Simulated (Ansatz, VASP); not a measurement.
One calculation of Sb3As2, two programs

The input INCAR:

```
SYSTEM = Sb3As2
ALGO = Normal ; EDIFF = 1E-6
ENCUT = 520 ; GGA = PE
ISIF = 2 ; ISMEAR = 0
LASPH = .TRUE. ; LCHARG = .FALSE.
LREAL = .FALSE. ; LWAVE = .FALSE.
NBANDS = 36 ; NELM = 80
PREC = Accurate ; SIGMA = 0.1
```

File KPOINTS:

```
k-points
0
G
  3 3 3
  0 0 0
```

POSCAR

```
Sb3As2
1.0
    3.4321732093      1.9815661263      6.2470706525
   -3.4321732093      1.9815661263      6.2470706525
    0.0000000000     -3.9631322527      6.2470706525
Sb As
6 4
Direct
    0.0562500000      0.4437500000      0.7500000000
    0.7500000000      0.0562500000      0.4437500000
    0.4437500000      0.7500000000      0.0562500000
    0.9437500000      0.5562500000      0.2500000000
    0.2500000000      0.9437500000      0.5562500000
    0.5562500000      0.2500000000      0.9437500000
    0.8521800000      0.8521800000      0.8521800000
    0.6478200000      0.6478200000      0.6478200000
    0.1478200000      0.1478200000      0.1478200000
    0.3521800000      0.3521800000      0.3521800000
```

Input for Ansatz:

```yaml
crystal:
  lattice:
    - [3.4321732093, 1.9815661263, 6.2470706525]
    - [-3.4321732093, 1.9815661263, 6.2470706525]
    - [0.0, -3.9631322527, 6.2470706525]
  atoms:
    - { symbol: Sb, position: [0.05625, 0.44375, 0.75] }
    - { symbol: Sb, position: [0.75, 0.05625, 0.44375] }
    - { symbol: Sb, position: [0.44375, 0.75, 0.05625] }
    - { symbol: Sb, position: [0.94375, 0.55625, 0.25] }
    - { symbol: Sb, position: [0.25, 0.94375, 0.55625] }
    - { symbol: Sb, position: [0.55625, 0.25, 0.94375] }
    - { symbol: As, position: [0.85218, 0.85218, 0.85218] }
    - { symbol: As, position: [0.64782, 0.64782, 0.64782] }
    - { symbol: As, position: [0.14782, 0.14782, 0.14782] }
    - { symbol: As, position: [0.35218, 0.35218, 0.35218] }
basis:
  ecutwfc: 420
kpoints:
  mp_grid: { grid: [3, 3, 3] }
hamiltonian:
  xc: pbe
scf:
  occupations: { method: gaussian, width: 0.1 }
  lower_state_search: "off"
output:
  forces: true
  stress: true
  eigenvalues: true
```

Alike in both runs: task single point; functional PBE; k mesh 3 × 3 × 3; occupations gaussian, width 0.1 eV; no spin polarisation.

|  | VASP | Ansatz |
| --- | --- | --- |
| version | VASP 6.6.1 | Ansatz 0.2.0 |
| potentials or method | VASP PAW PBE potentials, release 64 (Sb, As) | scalar-relativistic, plane waves, PAW |
| plane-wave cutoff (eV) | 520 | 420 |
| valence electrons in the cell | 50 | 150 |

|  | VASP | Ansatz | Ansatz less VASP |
| --- | --- | --- | --- |
| gap on the k mesh at the Fermi level (eV) | none | none | - |
| pressure (GPa) | 8.9 | 8.8 | -0.10 |
| largest component of the traceless stress (GPa) | 2.52 | 2.48 | -0.035 |
| rms of the force components (eV/Å) | 0.249 | 0.240 | -0.0083 |

Atom by atom the forces differ by 0.009 eV/Å (rms over components). A gap of «none» marks a metal or a gap that the smearing closes. The two sets of potentials don't hold the same shells in valence.

Caveats: the k mesh is coarse (spacing up to 0.37 Å⁻¹), so the values aren't converged. Spin-orbit coupling is left out, which matters for the levels of Sb.
